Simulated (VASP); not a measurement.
Output of a VASP run:

File OSZICAR:
```
       N       E                     dE             d eps       ncg     rms          rms(c)
DAV:   1    -0.116923778059E+01   -0.11692E+01   -0.30849E+03   568   0.685E+02
DAV:   2    -0.185224616218E+02   -0.17353E+02   -0.16795E+02   896   0.818E+01
DAV:   3    -0.187161599227E+02   -0.19370E+00   -0.19370E+00   712   0.110E+01
DAV:   4    -0.187169860250E+02   -0.82610E-03   -0.82610E-03   928   0.804E-01
DAV:   5    -0.187169863895E+02   -0.36455E-06   -0.36458E-06   736   0.153E-02    0.599E+00
DAV:   6    -0.175437813779E+02    0.11732E+01   -0.14600E-01   624   0.291E+00    0.420E+00
DAV:   7    -0.184975530840E+02   -0.95377E+00   -0.62368E-01   608   0.398E+00    0.831E-01
DAV:   8    -0.175448436256E+02    0.95271E+00   -0.14627E-01   592   0.267E+00    0.425E-01
DAV:   9    -0.175237515513E+02    0.21092E-01   -0.61584E-02   600   0.202E+00    0.290E-01
DAV:  10    -0.175496387181E+02   -0.25887E-01   -0.22651E-02   560   0.137E+00    0.841E-02
DAV:  11    -0.175498628522E+02   -0.22413E-03   -0.23287E-04   872   0.145E-01    0.513E-02
DAV:  12    -0.175498954423E+02   -0.32590E-04   -0.16807E-04   592   0.151E-01    0.454E-02
DAV:  13    -0.175498336873E+02    0.61755E-04   -0.11303E-04   624   0.137E-01    0.184E-02
DAV:  14    -0.175498932892E+02   -0.59602E-04   -0.26133E-05   608   0.618E-02    0.120E-02
DAV:  15    -0.175498921153E+02    0.11738E-05   -0.12591E-06   432   0.145E-02
   1 F= -.17549892E+02 E0= -.17549892E+02  d E =-.175499E+02
```

File OUTCAR:
```
------------------------ aborting loop because EDIFF is reached ----------------------------------------
  FORCE on cell =-STRESS in cart. coord.  units (eV):
  Direction    XX          YY          ZZ          XY          YZ          ZX
  --------------------------------------------------------------------------------------
  Total        0.0053337      0.0053337      0.0053337     -0.0000000      0.0000000      0.0000000
  in kB        0.2123497      0.2123497      0.2123497     -0.0000000      0.0000000      0.0000000
  external PRESSURE =       0.2123497 kB  Pullay stress =       0.0000000 kB
  volume of cell :       40.24
      direct lattice vectors                 reciprocal lattice vectors
     0.000000000  2.719890945  2.719890945    -0.183830900  0.183830900  0.183830900
     2.719890945  0.000000000  2.719890945     0.183830900 -0.183830900  0.183830900
     2.719890945  2.719890945  0.000000000     0.183830900  0.183830900 -0.183830900
 POSITION                                       TOTAL-FORCE (eV/Angst)
 -----------------------------------------------------------------------------------
      2.71989      2.71989      2.71989        -0.000000     -0.000000     -0.000000
      4.07984      4.07984      4.07984         0.000000      0.000000      0.000000
 -----------------------------------------------------------------------------------
    total drift:                                0.000000     -0.000000      0.000000
  FREE ENERGIE OF THE ION-ELECTRON SYSTEM (eV)
  ---------------------------------------------------
  free  energy   TOTEN  =       -17.5498921153 eV

  energy  without entropy=      -17.5498921153  energy(sigma->0) =      -17.54989212

 reached required accuracy - stopping structural energy minimisation
```
(Selected blocks of OUTCAR.)

File POSCAR:
```
Si
1
    0.0000000000     2.7198909451     2.7198909451
    2.7198909451     0.0000000000     2.7198909451
    2.7198909451     2.7198909451     0.0000000000
Si
2
Direct
  0.5000000000   0.5000000000   0.5000000000
  0.7500000000   0.7500000000   0.7500000000
```

### Question
Write an INCAR and KPOINTS that could have produced this output.

### Answer
One answer among several that fit: the input of the run itself, r2SCAN meta-GGA, plane waves, VASP's PBE PAW potentials (set 64).

INCAR:
```
SYSTEM = Si
PREC = Normal
ENCUT = 400
EDIFF = 1E-5
NELM = 100
ALGO = Normal
LREAL = .FALSE.
LASPH = .TRUE.
ISMEAR = 0
SIGMA = 0.05
METAGGA = R2SCAN
LMIXTAU = .TRUE.
LWAVE = .FALSE.
LCHARG = .FALSE.
NELMIN = 4
IBRION = 2
ISIF = 2
NSW = 20
EDIFFG = -0.03
```

KPOINTS:
```
kpoints
0
G
9 9 9
0 0 0
```

POTCAR, in this order: Si (PBE.64 set). Program: vasp_std.

The compound is Si in the diamond structure. It was relaxed first.
